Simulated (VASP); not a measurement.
Calculation: HSE06 screened hybrid, VASP's PBE PAW potentials (set 64) (plane waves; VASP).

The input files of a VASP run:

**INCAR**
```
SYSTEM = BC62
PREC = Normal
ENCUT = 400
EDIFF = 1E-5
NELM = 50
ALGO = Normal
LREAL = Auto
LASPH = .TRUE.
ISMEAR = 0
SIGMA = 0.05
GGA = PE
LWAVE = .FALSE.
LCHARG = .FALSE.
NELMIN = 4
ISYM = 0
NELECT = 252.0
HFSCREEN = 0.2
AEXX = 0.25
LHFCALC = .TRUE.
PRECFOCK = Fast
ISIF = 0
```

KPOINTS:
```
Regular mesh
0
G
1 1 1
```

**POSCAR**
```
BC62
14.293110
  0.5000000111   0.0000000000   0.0000000000
  0.0000000000   0.5000000111   0.0000000000
  0.0000000000   0.0000000000   0.5000000111
C B
62 1
Cartesian
  0.2499785463   0.4995434189   0.4998277979
  0.3115670978   0.0639393895   0.0642388209
  0.3744815321   0.1257677369   0.0011372272
  0.4362889987   0.1886716976   0.0642433335
  0.3744812621   0.0008397018   0.1260404874
  0.4362928721   0.0639441729   0.1889395470
  0.4999734272   0.0002613401   0.0005503747
  0.0620616888   0.0628049841   0.0630994050
  0.1245182778   0.1247413975   0.4996714867
  0.1875636817   0.1869403359   0.0629719891
  0.2506150613   0.2496137512   0.0004541673
  0.3133226324   0.3126744723   0.0629799900
  0.3754962004   0.3757192487   0.4996755600
  0.4374349214   0.4381875227   0.0630972430
  0.1245167585   0.4993750004   0.1250341203
  0.1875472204   0.0626619512   0.1872350923
  0.2440198061   0.1209562712   0.1212720024
  0.3792665459   0.2562219851   0.1212858226
  0.4375682579   0.3126863628   0.1872361736
  0.2506180152   0.0001520406   0.2499169946
  0.3133023930   0.0626840290   0.3129596715
  0.3792761625   0.1209702659   0.2564947792
  0.4375565622   0.1869356209   0.3129635479
  0.3755030443   0.4993825641   0.3760203053
  0.4374318392   0.0628153928   0.4384963070
  0.0006872688   0.2502429061   0.4998386846
  0.0626007395   0.3124230252   0.0622162315
  0.1255567598   0.3746794542   0.4997457557
  0.1878154958   0.4376258373   0.0622071831
  0.4993990965   0.1257542862   0.1260389510
  0.0625992432   0.1875209551   0.1877987308
  0.1248144017   0.2500824457   0.1242862824
  0.1879077211   0.3123118196   0.1843080841
  0.2501480351   0.3754202019   0.1242909512
  0.3127235123   0.4376263221   0.1877957341
  0.0006881279   0.4995648394   0.2505324314
  0.0625952349   0.0619392974   0.3127052846
  0.1248134711   0.1240043512   0.2503676343
  0.1879298317   0.1840266320   0.3125798902
  0.3162129934   0.3123131552   0.3125835005
  0.3762389894   0.3754269722   0.2503771660
  0.4383191530   0.4376439846   0.3127218826
  0.1255540892   0.4994670740   0.3749788342
  0.1878197314   0.0619251002   0.4379133760
  0.2501516767   0.1239990047   0.3756904871
  0.3127240657   0.1875144557   0.4379108490
  0.3762368785   0.2500798073   0.3757019677
  0.4383197696   0.3124237014   0.4379170372
  0.0008532464   0.3757183733   0.1250336946
  0.0628293382   0.4374102821   0.1876957408
  0.0000778353   0.2496191902   0.2499236390
  0.0632540767   0.3118994692   0.3121983894
  0.1257588787   0.3744812713   0.2494289796
  0.1883356239   0.4369877644   0.3121885599
  0.0008533291   0.1247483580   0.3760155638
  0.0628294066   0.1874166969   0.4376933638
  0.1257655619   0.2491359745   0.3747774135
  0.1883533218   0.3118963220   0.4372847898
  0.2511016589   0.3744669936   0.3747695559
  0.3128265780   0.4374028428   0.4376878254
  0.0007775884   0.3746888722   0.3749797729
  0.0628888298   0.4373498227   0.4376344898
  0.2492354617   0.2509973471   0.2512579093
```

POTCAR, in this order: C B (PBE.64 set). Program: vasp_gam. Read from the step before: WAVECAR.

The run wrote:

### OUTCAR
```
 ion  position               nearest neighbor table
   1  0.500  0.999  1.000-  44 1.54  29 1.54  60 1.54   2 1.57
   2  0.623  0.128  0.128-  17 1.50   5 1.55   3 1.55   1 1.57
   3  0.749  0.252  0.002-  46 1.54   4 1.55   2 1.55  25 1.56
   4  0.873  0.377  0.128-  18 1.50   3 1.55  30 1.55  26 1.57
   5  0.749  0.002  0.252-  35 1.54   6 1.55   2 1.55  14 1.56
   6  0.873  0.128  0.378-  22 1.50   5 1.55  30 1.55  36 1.57
   7  1.000  0.001  0.001-  25 1.54  14 1.54   8 1.54  62 1.56
   8  0.124  0.126  0.126-   7 1.54  15 1.55   9 1.55  30 1.56
   9  0.249  0.249  0.999-  56 1.54   8 1.55  44 1.55  10 1.56
  10  0.375  0.374  0.126-  17 1.49  32 1.54  11 1.55   9 1.56
  11  0.501  0.499  0.001-  46 1.54  58 1.55  10 1.55  12 1.55
  12  0.627  0.625  0.126-  18 1.49  34 1.55  11 1.55  13 1.56
  13  0.751  0.751  0.999-  60 1.54  14 1.55  48 1.55  12 1.56
  14  0.875  0.876  0.126-   7 1.54  49 1.55  13 1.55   5 1.56
  15  0.249  0.999  0.250-  50 1.54   8 1.55  29 1.55  16 1.56
  16  0.375  0.125  0.374-  17 1.49  38 1.54  20 1.55  15 1.56
  17  0.488  0.242  0.243-  16 1.49  10 1.49   2 1.50
  18  0.759  0.512  0.243-  12 1.49  19 1.49   4 1.50
  19  0.875  0.625  0.374-  18 1.49  41 1.55  51 1.55  49 1.56
  20  0.501  0.000  0.500-  35 1.54  54 1.55  21 1.55  16 1.55
  21  0.627  0.125  0.626-  22 1.49  45 1.54  20 1.55  24 1.56
  22  0.759  0.242  0.513-  23 1.49  21 1.49   6 1.50
  23  0.875  0.374  0.626-  22 1.49  47 1.54  51 1.55  55 1.56
  24  0.751  0.999  0.752-  60 1.54  25 1.55  42 1.55  21 1.56
  25  0.875  0.126  0.877-   7 1.54  55 1.55  24 1.55   3 1.56
  26  0.001  0.500  1.000-  48 1.54  27 1.54  56 1.54   4 1.57
  27  0.125  0.625  0.124-  26 1.54  32 1.54  28 1.55  49 1.55
  28  0.251  0.749  0.999-  62 1.55  29 1.55  27 1.55  58 1.55
  29  0.376  0.875  0.124-   1 1.54  34 1.54  28 1.55  15 1.55
  30  0.999  0.252  0.252-  31 1.54   6 1.55   4 1.55   8 1.56
  31  0.125  0.375  0.376-  30 1.54  51 1.54  32 1.55  38 1.55
  32  0.250  0.500  0.249-  33 1.53  27 1.54  10 1.54  31 1.55
  33  0.376  0.625  0.369-  32 1.53  34 1.53  53 1.56  63 1.57
  34  0.500  0.751  0.249-  33 1.53  29 1.54  12 1.55  35 1.55
  35  0.625  0.875  0.376-   5 1.54  20 1.54  34 1.55  41 1.55
  36  0.001  0.999  0.501-  37 1.54  42 1.54  50 1.54   6 1.57
  37  0.125  0.124  0.625-  36 1.54  38 1.54  43 1.55  55 1.55
  38  0.250  0.248  0.501-  39 1.53  37 1.54  16 1.54  31 1.55
  39  0.376  0.368  0.625-  38 1.53  45 1.53  57 1.56  63 1.57
  40  0.632  0.625  0.625-  41 1.53  47 1.53  59 1.56  63 1.57
  41  0.752  0.751  0.501-  40 1.53  42 1.54  19 1.55  35 1.55
  42  0.877  0.875  0.625-  36 1.54  41 1.54  61 1.55  24 1.55
  43  0.251  0.999  0.750-  62 1.55  44 1.55  37 1.55  54 1.55
  44  0.376  0.124  0.876-   1 1.54  45 1.54  43 1.55   9 1.55
  45  0.500  0.248  0.751-  39 1.53  44 1.54  21 1.54  46 1.55
  46  0.625  0.375  0.876-   3 1.54  11 1.54  47 1.55  45 1.55
  47  0.752  0.500  0.751-  40 1.53  48 1.54  23 1.54  46 1.55
  48  0.877  0.625  0.876-  26 1.54  47 1.54  61 1.55  13 1.55
  49  0.002  0.751  0.250-  50 1.54  14 1.55  27 1.55  19 1.56
  50  0.126  0.875  0.375-  15 1.54  49 1.54  36 1.54  53 1.55
  51  0.000  0.499  0.500-  31 1.54  52 1.55  23 1.55  19 1.55
  52  0.127  0.624  0.624-  51 1.55  57 1.55  53 1.55  61 1.55
  53  0.252  0.749  0.499-  50 1.55  54 1.55  52 1.55  33 1.56
  54  0.377  0.874  0.624-  20 1.55  53 1.55  59 1.55  43 1.55
  55  0.002  0.249  0.752-  56 1.54  25 1.55  37 1.55  23 1.56
  56  0.126  0.375  0.875-  55 1.54   9 1.54  26 1.54  57 1.55
  57  0.252  0.498  0.750-  56 1.55  52 1.55  58 1.55  39 1.56
  58  0.377  0.624  0.875-  11 1.55  59 1.55  57 1.55  28 1.55
  59  0.502  0.749  0.750-  60 1.55  58 1.55  54 1.55  40 1.56
  60  0.626  0.875  0.875-  24 1.54  13 1.54   1 1.54  59 1.55
  61  0.002  0.749  0.750-  62 1.55  48 1.55  42 1.55  52 1.55
  62  0.126  0.875  0.875-  61 1.55  43 1.55  28 1.55   7 1.56
  63  0.498  0.502  0.503-  33 1.57  39 1.57  40 1.57
 Subroutine IBZKPT returns following result:
 Found      1 irreducible k-points:

 Following reciprocal coordinates:
            Coordinates               Weight
  0.000000  0.000000  0.000000      1.000000
 Subroutine IBZKPT_HF returns following result:
   k-points           NKPTS =      1   k-points in BZ     NKDIM =      1   number of bands    NBANDS=    158
   number of dos      NEDOS =    301   number of ions     NIONS =     63
   total plane-waves  NPLWV =  46656
   dimension x,y,z NGX =    36 NGY =   36 NGZ =   36
...
```

**OSZICAR**
```
       N       E                     dE             d eps       ncg     rms          rms(c)
DAV:   1    -0.641416782463E+03   -0.64142E+03   -0.82996E+00   316   0.804E+00    0.409E+00
DAV:   2    -0.641447924162E+03   -0.31142E-01   -0.17910E-01   362   0.127E+00    0.316E+00
DAV:   3    -0.641363459859E+03    0.84464E-01   -0.49815E-01   370   0.220E+00    0.194E+00
DAV:   4    -0.641431695493E+03   -0.68236E-01   -0.10931E+00   346   0.162E+00    0.415E+00
DAV:   5    -0.641556349864E+03   -0.12465E+00   -0.17322E+00   370   0.407E+00    0.385E+00
DAV:   6    -0.641278165950E+03    0.27818E+00   -0.35049E+00   370   0.455E+00    0.253E+00
DAV:   7    -0.641637231517E+03   -0.35907E+00   -0.33442E+00   344   0.278E+00    0.536E+00
DAV:   8    -0.641383930508E+03    0.25330E+00   -0.43260E+00   378   0.559E+00    0.376E+00
DAV:   9    -0.641552021905E+03   -0.16809E+00   -0.61427E+00   354   0.475E+00    0.546E+00
DAV:  10    -0.641495738518E+03    0.56283E-01   -0.41858E+00   378   0.563E+00    0.406E+00
DAV:  11    -0.641544573165E+03   -0.48835E-01   -0.70432E+00   362   0.504E+00    0.546E+00
DAV:  12    -0.641469504687E+03    0.75068E-01   -0.47511E+00   346   0.568E+00    0.409E+00
DAV:  13    -0.641609818876E+03   -0.14031E+00   -0.70121E+00   378   0.496E+00    0.532E+00
DAV:  14    -0.641488749816E+03    0.12107E+00   -0.56996E+00   346   0.569E+00    0.437E+00
DAV:  15    -0.641581428453E+03   -0.92679E-01   -0.60599E+00   338   0.514E+00    0.491E+00
DAV:  16    -0.641564332587E+03    0.17096E-01   -0.65191E+00   346   0.543E+00    0.486E+00
DAV:  17    -0.641506856625E+03    0.57476E-01   -0.55414E+00   346   0.547E+00    0.451E+00
DAV:  18    -0.641628890116E+03   -0.12203E+00   -0.67065E+00   354   0.512E+00    0.511E+00
DAV:  19    -0.641478257648E+03    0.15063E+00   -0.58425E+00   338   0.563E+00    0.445E+00
DAV:  20    -0.641610779309E+03   -0.13252E+00   -0.60355E+00   338   0.511E+00    0.492E+00
DAV:  21    -0.641531286251E+03    0.79493E-01   -0.64796E+00   346   0.550E+00    0.479E+00
DAV:  22    -0.641532168923E+03   -0.88267E-03   -0.54771E+00   346   0.539E+00    0.457E+00
DAV:  23    -0.641611000351E+03   -0.78831E-01   -0.68495E+00   354   0.519E+00    0.512E+00
DAV:  24    -0.641480436181E+03    0.13056E+00   -0.56680E+00   338   0.562E+00    0.440E+00
DAV:  25    -0.641623656750E+03   -0.14322E+00   -0.62997E+00   354   0.507E+00    0.502E+00
DAV:  26    -0.641510023339E+03    0.11363E+00   -0.62620E+00   346   0.556E+00    0.467E+00
DAV:  27    -0.641555050127E+03   -0.45027E-01   -0.55809E+00   338   0.531E+00    0.467E+00
DAV:  28    -0.641591685808E+03   -0.36636E-01   -0.68423E+00   346   0.529E+00    0.506E+00
DAV:  29    -0.641489148003E+03    0.10254E+00   -0.55548E+00   346   0.558E+00    0.441E+00
DAV:  30    -0.641629858084E+03   -0.14071E+00   -0.65034E+00   354   0.506E+00    0.508E+00
DAV:  31    -0.641492101799E+03    0.13776E+00   -0.60618E+00   338   0.560E+00    0.456E+00
DAV:  32    -0.641578203205E+03   -0.86101E-01   -0.57507E+00   338   0.522E+00    0.479E+00
DAV:  33    -0.641568230975E+03    0.99722E-02   -0.67529E+00   346   0.538E+00    0.497E+00
DAV:  34    -0.641503951664E+03    0.64279E-01   -0.54826E+00   346   0.552E+00    0.445E+00
DAV:  35    -0.641628412608E+03   -0.12446E+00   -0.66850E+00   354   0.509E+00    0.512E+00
DAV:  36    -0.641481008346E+03    0.14740E+00   -0.58769E+00   338   0.563E+00    0.447E+00
DAV:  37    -0.641598873296E+03   -0.11786E+00   -0.59634E+00   338   0.514E+00    0.489E+00
DAV:  38    -0.641543879300E+03    0.54994E-01   -0.65943E+00   346   0.547E+00    0.485E+00
DAV:  39    -0.641523657129E+03    0.20222E-01   -0.54722E+00   346   0.544E+00    0.452E+00
DAV:  40    -0.641618694154E+03   -0.95037E-01   -0.68021E+00   354   0.515E+00    0.512E+00
DAV:  41    -0.641477946011E+03    0.14075E+00   -0.57118E+00   338   0.563E+00    0.442E+00
DAV:  42    -0.641615794064E+03   -0.13785E+00   -0.61997E+00   354   0.508E+00    0.499E+00
DAV:  43    -0.641519965496E+03    0.95829E-01   -0.63862E+00   346   0.554E+00    0.473E+00
DAV:  44    -0.641546518273E+03   -0.26553E-01   -0.55363E+00   338   0.535E+00    0.462E+00
DAV:  45    -0.641601915636E+03   -0.55397E-01   -0.68385E+00   354   0.524E+00    0.508E+00
DAV:  46    -0.641483646136E+03    0.11827E+00   -0.55797E+00   346   0.560E+00    0.440E+00
DAV:  47    -0.641624994687E+03   -0.14135E+00   -0.64082E+00   354   0.506E+00    0.506E+00
DAV:  48    -0.641499515049E+03    0.12548E+00   -0.61816E+00   338   0.559E+00    0.461E+00
DAV:  49    -0.641570231399E+03   -0.70716E-01   -0.56802E+00   338   0.527E+00    0.473E+00
DAV:  50    -0.641579804035E+03   -0.95726E-02   -0.67855E+00   346   0.534E+00
   1 F= -.64157980E+03 E0= -.64157980E+03  d E =-.858281E-09
```

OUTCAR:
```
------------------------ aborting loop EDIFF was not reached (unconverged)  ----------------------------
  volume of cell :      365.00
      direct lattice vectors                 reciprocal lattice vectors
     7.146555159  0.000000000  0.000000000     0.139927556  0.000000000  0.000000000
     0.000000000  7.146555159  0.000000000     0.000000000  0.139927556  0.000000000
     0.000000000  0.000000000  7.146555159     0.000000000  0.000000000  0.139927556
 POSITION                                       TOTAL-FORCE (eV/Angst)
 -----------------------------------------------------------------------------------
      3.57297      7.14003      7.14409        -0.105395     -0.041450      0.085784
      4.45326      0.91389      0.91817         0.928576     -0.289784     -0.405350
      5.35251      1.79761      0.01625         0.003563      0.002805      0.127481
      6.23593      2.69671      0.91824        -0.163532      1.372713      0.137646
      5.35250      0.01200      1.80151         0.012800     -0.148606     -0.170661
      6.23598      0.91396      2.70053        -0.017930     -0.027409     -0.376476
      7.14618      0.00374      0.00787        -0.005084     -0.072114      0.053688
      0.88705      0.89768      0.90189        -0.061450     -0.063451     -0.066620
      1.77975      1.78294      7.14186         0.084257     -0.453472      0.142482
      2.68087      2.67196      0.90007        -0.047928      1.727714     -0.085983
      3.58207      3.56776      0.00649        -0.017594     -0.000205      0.076799
      4.47835      4.46909      0.90018         1.386089     -0.040402      0.101076
      5.36701      5.37020      7.14192        -0.415950     -0.151164      0.102502
      6.25231      6.26306      0.90186         0.033302     -0.081211      0.012997
      1.77973      7.13762      1.78713        -0.058308     -0.089683      0.162898
      2.68063      0.89563      2.67617        -0.473205     -0.485145      0.369042
      3.48780      1.72884      1.73335         0.314180     -0.690077      0.989164
      5.42090      3.66221      1.73355         0.249749      0.415847      0.314713
      6.25421      4.46926      2.67619        -0.067288      0.030687     -1.729438
      3.58211      0.00217      3.57209        -0.144652     -0.081807      0.021508
      4.47807      0.89595      4.47317        -0.058541     -0.119181     -0.001443
      5.42104      1.72904      3.66611        -0.572131     -1.129864      0.025889
      6.25404      2.67189      4.47322        -0.246555      0.838509     -0.269187
      5.36711      7.13773      5.37450         0.031298     -0.051153      0.121332
      6.25226      0.89783      6.26748         0.001842      0.044002     -0.004878
      0.00982      3.57675      7.14425        -0.123032     -0.412908      0.171407
      0.89476      4.46550      0.88926        -0.114714      0.038650      0.040207
      1.79460      5.35533      7.14292         0.002165     -0.088420      0.079050
      2.68447      6.25503      0.88913        -0.066086     -0.002708     -0.104604
      7.13797      1.79742      1.80149        -0.093732      0.203353     -0.058549
      0.89474      2.68026      2.68423         0.004383      0.052234     -0.022634
      1.78399      3.57446      1.77644        -0.124802      0.006655     -0.161241
      2.68579      4.46391      2.63434        -0.054285      0.181357     -0.311112
      3.57539      5.36592      1.77650         0.103291     -0.168048      0.018083
      4.46979      6.25504      2.68419         0.014725     -0.042099     -0.039628
      0.00984      7.14034      3.58089         0.057004     -0.088600      0.282877
      0.89468      0.88531      4.46953         0.106176      0.050616     -0.060462
      1.78397      1.77241      3.57853         0.010148     -0.043784      0.097357
      2.68610      2.63031      4.46774        -0.071075      0.224155     -0.015162
      4.51967      4.46393      4.46779         0.083041      0.155153     -0.094383
      5.37763      5.36602      3.57867        -0.058441     -0.158555     -0.094445
      6.26494      6.25529      4.46977         0.004264      0.005494     -0.047565
      1.79456      7.13894      5.35961        -0.020134     -0.060350      0.056570
      2.68453      0.88510      6.25914         0.008873     -0.036856     -0.160277
      3.57545      1.77233      5.36979        -0.105516      0.067143      0.061901
      4.46980      2.68016      6.25911         0.027625      0.078185      0.006071
      5.37760      3.57442      5.36995        -0.037024     -0.025936      0.173459
      6.26495      4.46551      6.25920         0.000574      0.005401      0.076904
      0.01220      5.37018      1.78712        -0.105648     -0.189694      0.511772
      0.89803      6.25195      2.68276         0.034332      0.134044     -0.395942
      0.00111      3.56783      3.57219        -0.056206     -0.007088     -0.200051
      0.90410      4.45801      4.46229         0.026241      0.023962     -0.001556
      1.79749      5.35250      3.56512         0.019777     -0.105634      0.100802
      2.69190      6.24591      4.46215         0.023757      0.088108      0.028217
      0.01220      1.78304      5.37443         0.050796     -0.536550      0.105016
      0.89803      2.67877      6.25600         0.054174      0.476119     -0.124284
      1.79758      3.56093      5.35673        -0.038188     -0.156449      0.118498
      2.69215      4.45797      6.25016         0.026548      0.064569     -0.054119
      3.58902      5.35230      5.35662        -0.065500     -0.071779      0.076648
      4.47126      6.25185      6.25592         0.101552      0.145476     -0.128927
      0.01111      5.35547      5.35963         0.005717     -0.040360      0.085742
      0.89888      6.25109      6.25516         0.026808      0.055094     -0.049524
      3.56235      3.58753      3.59126        -0.247700     -0.236050      0.298919
 -----------------------------------------------------------------------------------
    total drift:                                0.035260     -0.533754      0.883232
  FREE ENERGIE OF THE ION-ELECTRON SYSTEM (eV)
  ---------------------------------------------------
  free  energy   TOTEN  =      -641.5798040347 eV

  energy  without entropy=     -641.5798040338  energy(sigma->0) =     -641.57980403

  exchange ACFDT corr.  =         0.00000000  see jH, gK, PRB 81, 115126
```
(Selected blocks of OUTCAR.)

**stdout**
```
...
DAV:  31    -0.641492101799E+03    0.13776E+00   -0.60618E+00   338   0.560E+00    0.456E+00
DAV:  32    -0.641578203205E+03   -0.86101E-01   -0.57507E+00   338   0.522E+00    0.479E+00
DAV:  33    -0.641568230975E+03    0.99722E-02   -0.67529E+00   346   0.538E+00    0.497E+00
DAV:  34    -0.641503951664E+03    0.64279E-01   -0.54826E+00   346   0.552E+00    0.445E+00
DAV:  35    -0.641628412608E+03   -0.12446E+00   -0.66850E+00   354   0.509E+00    0.512E+00
DAV:  36    -0.641481008346E+03    0.14740E+00   -0.58769E+00   338   0.563E+00    0.447E+00
DAV:  37    -0.641598873296E+03   -0.11786E+00   -0.59634E+00   338   0.514E+00    0.489E+00
DAV:  38    -0.641543879300E+03    0.54994E-01   -0.65943E+00   346   0.547E+00    0.485E+00
DAV:  39    -0.641523657129E+03    0.20222E-01   -0.54722E+00   346   0.544E+00    0.452E+00
DAV:  40    -0.641618694154E+03   -0.95037E-01   -0.68021E+00   354   0.515E+00    0.512E+00
DAV:  41    -0.641477946011E+03    0.14075E+00   -0.57118E+00   338   0.563E+00    0.442E+00
DAV:  42    -0.641615794064E+03   -0.13785E+00   -0.61997E+00   354   0.508E+00    0.499E+00
DAV:  43    -0.641519965496E+03    0.95829E-01   -0.63862E+00   346   0.554E+00    0.473E+00
DAV:  44    -0.641546518273E+03   -0.26553E-01   -0.55363E+00   338   0.535E+00    0.462E+00
DAV:  45    -0.641601915636E+03   -0.55397E-01   -0.68385E+00   354   0.524E+00    0.508E+00
DAV:  46    -0.641483646136E+03    0.11827E+00   -0.55797E+00   346   0.560E+00    0.440E+00
DAV:  47    -0.641624994687E+03   -0.14135E+00   -0.64082E+00   354   0.506E+00    0.506E+00
DAV:  48    -0.641499515049E+03    0.12548E+00   -0.61816E+00   338   0.559E+00    0.461E+00
DAV:  49    -0.641570231399E+03   -0.70716E-01   -0.56802E+00   338   0.527E+00    0.473E+00
DAV:  50    -0.641579804035E+03   -0.95726E-02   -0.67855E+00   346   0.534E+00

 -----------------------------------------------------------------------------
|                                                                             |
|           W    W    AA    RRRRR   N    N  II  N    N   GGGG   !!!           |
|           W    W   A  A   R    R  NN   N  II  NN   N  G    G  !!!           |
|           W    W  A    A  R    R  N N  N  II  N N  N  G       !!!           |
|           W WW W  AAAAAA  RRRRR   N  N N  II  N  N N  G  GGG   !            |
|           WW  WW  A    A  R   R   N   NN  II  N   NN  G    G                |
|           W    W  A    A  R    R  N    N  II  N    N   GGGG   !!!           |
|                                                                             |
|     The electronic self-consistency was not achieved in the given           |
|     number of steps (NELM). The forces and other quantities evaluated       |
|     might not be reliable so examine the results carefully. If you find     |
|     spurious results, we suggest increasing NELM, if you were close to      |
|     convergence or switching to a different ALGO or adjusting the           |
|     density mixing parameters otherwise.                                    |
|                                                                             |
 -----------------------------------------------------------------------------

   1 F= -.64157980E+03 E0= -.64157980E+03  d E =-.858281E-09
```

The run did not converge; its last values are not results.

The cell is charged, with a uniform compensating background. The supercell is sampled at Γ alone, which is coarse: total energies, pressure and levels can be off, energies of defects by several tenths of an eV.

The cell is a supercell with a defect, built from C (diamond): B_C-vac_C, charge -1. The cell's shape comes from a PBE relaxation. The run is not spin-polarised, so no state with unpaired spins was tried.
